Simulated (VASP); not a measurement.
# How biaxial strain in the (111) plane changes Si, part 2 of 2

Strain engineering needs slopes: what does biaxial strain in the (111) plane do to the lattice and the band edges of Si?

VASP 6.6.1, plane waves and PAW; the level of theory is named at each step.

So far. Step 5 (Band edges, r2SCAN with spin-orbit coupling): The run ends at a pressure of 3.20 GPa, with forces up to 0.0042 eV/Å.

## 6. The whole series

LASPH is off in runs at LDA and on in runs at TB-mBJ and r2SCAN.

Runs beyond LDA use the data sets made with LDA; this shifts their levels slightly, and their total energies have another zero (at TB-mBJ, which has no energy functional, they mean nothing).

The other members went through these steps as far as the tables show, with the same cutoff and, step by step, the same mesh; 33 runs are not shown. The session took 3.1 core hours (wall time by ranks) on a shared machine.

```
in-plane strain (%)  strain along the normal (%)  in-plane stress, tension positive (GPa)  energy above the unstrained row (meV/atom)  gap on the mesh, LDA (eV)
             -2.000                        0.975                                   -4.728                                      11.393                      0.251
             -1.500                        0.723                                   -3.496                                       6.369                      0.320
             -1.000                        0.474                                   -2.303                                       2.819                      0.370
             -0.500                        0.235                                   -1.136                                       0.707                      0.415
                  0                        0.000                                   -0.003                                       0.000                      0.453
              0.500                       -0.225                                    1.099                                       0.662                      0.420
              1.000                       -0.450                                    2.158                                       2.661                      0.387
              1.500                       -0.675                                    3.182                                       5.957                      0.353
              2.000                       -0.880                                    4.173                                      10.516                      0.321
```

Slopes at zero strain, from cubics through all rows: strain ratio -0.464, stress over strain 223 GPa.

Band edges at TB-mBJ with spin-orbit coupling, counted from the valence-band top at Γ, spin-orbit pairs averaged, with one row partly withheld:

```
in-plane strain (%)  gap (eV)  conduction band at Γ (eV)  Δ or X valley along z (eV)  Δ or X valley along x (eV)  lowest conduction level at L, [111] (eV)  lowest conduction level at L, [-111] (eV)  second valence level below the top (eV)  third valence level below the top (eV)
             -2.000     1.009                      2.800                       1.007                       1.007                                     2.560                                      2.130                                    0.031                                   0.359
             -1.500     1.073                      2.914                       1.072                       1.072                                     2.486                                      2.167                                    0.030                                   0.266
             -1.000     1.130                      3.020                       1.130                       1.130                                     2.410                                      2.201                                    0.028                                   0.177
             -0.500     1.179                      3.114                       1.179                       1.179                                     2.333                                      2.230                                    0.024                                   0.099
                  0     1.221                      3.177                       1.220                       1.220                                     2.255                                      2.255                                    0.000                                   0.047
              0.500     1.196                      3.118                       1.196                       1.196                                         ?                                      2.216                                    0.060                                   0.097
              1.000     1.162                      3.046                       1.162                       1.162                                     1.972                                      2.171                                    0.124                                   0.158
              1.500     1.126                      2.977                       1.126                       1.126                                     1.831                                      2.127                                    0.184                                   0.217
              2.000     1.089                      2.911                       1.089                       1.089                                     1.695                                      2.083                                    0.240                                   0.272
```

Conduction masses, in electron masses:

```
in-plane strain (%)  L [111] mass, longitudinal  L [111] mass, transverse along [1-10]
             -2.000                       2.033                                  0.156
             -1.500                       1.987                                  0.155
             -1.000                       1.969                                  0.154
             -0.500                       1.923                                  0.153
                  0                       1.883                                  0.152
              0.500                       1.864                                  0.150
              1.000                       1.849                                  0.150
              1.500                       1.802                                  0.147
              2.000                       1.790                                  0.147
```

Band edges at r2SCAN with spin-orbit coupling, counted from the valence-band top at Γ, spin-orbit pairs averaged:

```
in-plane strain (%)  gap (eV)  conduction band at Γ (eV)  Δ or X valley along z (eV)  Δ or X valley along x (eV)  lowest conduction level at L, [111] (eV)  lowest conduction level at L, [-111] (eV)  second valence level below the top (eV)  third valence level below the top (eV)
             -2.000     0.518                      2.348                       0.514                       0.514                                     2.256                                      1.802                                    0.031                                   0.361
             -1.500     0.583                      2.463                       0.582                       0.582                                     2.175                                      1.838                                    0.030                                   0.267
             -1.000     0.640                      2.570                       0.640                       0.640                                     2.092                                      1.871                                    0.029                                   0.178
             -0.500     0.690                      2.664                       0.690                       0.690                                     2.007                                      1.898                                    0.025                                   0.100
                  0     0.732                      2.730                       0.732                       0.732                                     1.922                                      1.922                                    0.000                                   0.048
              0.500     0.706                      2.670                       0.706                       0.706                                     1.776                                      1.881                                    0.061                                   0.098
              1.000     0.671                      2.599                       0.671                       0.671                                     1.626                                      1.835                                    0.125                                   0.159
              1.500     0.633                      2.529                       0.633                       0.633                                     1.478                                      1.789                                    0.185                                   0.218
              2.000     0.596                      2.464                       0.595                       0.595                                     1.337                                      1.744                                    0.240                                   0.273
```

Conduction masses, in electron masses:

```
in-plane strain (%)  L [111] mass, longitudinal  L [111] mass, transverse along [1-10]
             -2.000                       2.036                                  0.139
             -1.500                       1.980                                  0.138
             -1.000                       1.949                                  0.137
             -0.500                       1.860                                  0.135
                  0                       1.859                                  0.133
              0.500                       1.841                                  0.132
              1.000                       1.835                                  0.130
              1.500                       1.799                                  0.129
              2.000                       1.761                                  0.127
```

## 7. A fit to the known rows

The quantity to fit is the splitting of the lowest conduction levels at the L points ([111] less [-111]) at TB-mBJ with spin-orbit coupling: 0.430, 0.318, 0.209, 0.103, 0.000, -0.199, -0.296, -0.388 eV in the rows shown.

A least-squares parabola through the 8 rows shown, with d the strain along the axis less the strain across it, in %: E = 0.001655 d² + 0.1395 d + 2.25e-5 (eV), r.m.s. residual 4.1e-5 eV.

For the withheld row, d = -0.725, the fit gives -0.1002 eV.

## 8. Prediction against calculation

The calculation gives -0.1003 eV, so the prediction is 0.0001 eV too high.

The splitting is Ξu times 8/9 of d, with d as a fraction, so the linear term gives Ξu = 15.7 eV.

## 9. What came out

```yaml
ratio_of_normal_to_in_plane_strain: -0.464
biaxial_modulus: 223 GPa
gap_of_the_unstrained_cell_tb_mbj_with_spin_orbit_coupling: 1.22 eV
gap_of_the_unstrained_cell_r2scan_with_spin_orbit_coupling: 0.73 eV
shear_deformation_potential_u_of_the_lowest_conduction_levels_at_l: 15.7 eV
error_of_the_predicted_row: 0.1 meV
```

As a check, the curvature of the energy gives 223 GPa for the same modulus (energy per volume = M × strain²), 0 % from the slope of the stress. At TB-mBJ with spin-orbit coupling the lowest conduction valley is Δ or X throughout, and the gap runs between 1.01 and 1.22 eV. At r2SCAN with spin-orbit coupling the lowest conduction valley is Δ or X throughout, and the gap runs between 0.52 and 0.73 eV. Hole masses are left out throughout, since the top bands are degenerate or cross in many series; of conduction masses, those of the Γ, L and (for Si and Ge under (001) strain) Δ valleys are kept where they change by under an eighth between rows. A measured gap of unstrained Si is 1.1 eV (arxiv:1111.5263, band gap, quoted experimental value, temperature not given); the static gaps here belong to the lattice relaxed at LDA. TB-mBJ is a potential fitted for gaps; it has no energy functional, so its total energies and forces mean nothing, and its bands tend to come out too narrow. r2SCAN opens gaps somewhat over GGA but leaves them below measured values as a rule. Δ or X levels are the lowest on their line, refined by a parabola unless they lie at X; the gap is read from all points sampled and can differ from the lowest valley by some meV, or by tens of meV where strain moves the valence top off Γ. Temperature, zero-point motion and excitons are left out.

[Lines on the potential files, build, host, timing and source positions are cut from VASP's logs without a mark.]

[Logs are printed without paths, hosts, clocks, repeated set-up lines and the standing remarks that a program may print on its own settings, such as how far it seeks lower states.]

[Hosts, paths, dates, database ids (printed as entryN), source tags and the programs' standing remarks are cut or masked in the printed files.]

[In band tables of VASP the shares of atoms and orbitals are scaled to a sum of 1 inside the atoms' spheres.]
